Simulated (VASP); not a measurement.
Here is the system:

```xyz
4
Lattice="4.0585 0.0000 0.0000 0.0000 4.0585 0.0000 0.0000 0.0000 5.4084" Properties=species:S:1:pos:R:3 pbc="T T T"
Pb     2.0292     0.0000     4.2180
Pb     0.0000     2.0292     1.1904
O      2.0292     2.0292     0.0000
O      0.0000     4.0585     0.0000
```

Computed with PW91 GGA, VASP's PBE PAW potentials (set 64) (plane waves; VASP). Numerical set-up: 520 eV cut-off, Gaussian smearing of 0.050 eV, potentials Pb_d O.

Without a dispersion term in the relaxation, distances and binding between the weakly bound layers, chains or molecules are unreliable, and so is what depends on them. Unless said otherwise, spin-orbit coupling is left out, though it shifts the bands of the heavy elements here.

### Question
Give the energies of bands 13 to 23 at the high-symmetry points, in eV from the valence-band maximum.

### Answer

```csv
band,Γ,X,M,Z,R,A
13,-7.11,-7.00,-7.91,-8.01,-7.05,-7.86
14,-6.21,-7.00,-7.91,-4.75,-7.05,-7.86
15,-3.90,-2.92,-3.13,-3.82,-3.26,-3.40
16,-3.90,-2.92,-3.13,-3.82,-3.26,-3.40
17,-1.49,-2.73,-1.57,-1.51,-2.72,-1.92
18,-1.47,-2.73,-1.57,-1.49,-2.72,-1.92
19,-1.47,-1.36,-0.87,-1.49,-0.88,-0.87
20,-0.01,-1.36,-0.87,-0.76,-0.88,-0.87
21,2.00,3.19,1.64,1.83,2.92,3.64
22,4.75,3.19,1.64,4.27,2.92,3.64
23,5.82,5.89,5.24,4.36,6.36,4.17
```

The gap is indirect, 1.64 eV, from the valence maximum at M-Γ at 0.89 to the conduction minimum at M.

The compound is PbO in the litharge structure. It was relaxed first, which changed the volume by +12 %.
